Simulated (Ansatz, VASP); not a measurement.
**CoC3 in VASP and in Ansatz**

```
Co C
1.0
     3.11599    0.00000    0.00000
     0.00000    3.11599    0.00000
     0.00000    0.00000    3.11599
Co C
1 3
Direct
  0.00000 0.00000 0.00000
  0.00000 0.50000 0.50000
  0.50000 0.00000 0.50000
  0.50000 0.50000 0.00000
```

Alike in both runs: functional PBE; k mesh 6 × 6 × 6; occupations gaussian, width 0.1 eV; collinear spin.

Ansatz relaxed the structure, and its values are those at the end. VASP's run is a single point on that final structure, the one shown.

|  | VASP | Ansatz |
| --- | --- | --- |
| version | VASP 6.6.1 | Ansatz 0.2.0 |
| potentials or method | VASP PAW PBE potentials, release 64 (Co, C) | scalar-relativistic, plane waves, PAW |
| plane-wave cutoff (eV) | 520 | 420 |
| valence electrons in the cell | 21 | 29 |

VASP gave:

```
gap on the k mesh at the Fermi level (eV) : none
pressure (GPa)                            : -0.5
net moment per atom (μB)                  : 0.00
```

Question: Which values does Ansatz return?

Answer: gap on the k mesh at the Fermi level (eV): none; pressure (GPa): -0.2; net moment per atom (μB): 0.00.

A gap of «none» marks a metal or a gap that the smearing closes. With one functional, cell and mesh, what is left measures potentials, basis and numerics. The two sets of potentials don't hold the same shells in valence. Ansatz warned: «seeded_moment_not_kept».
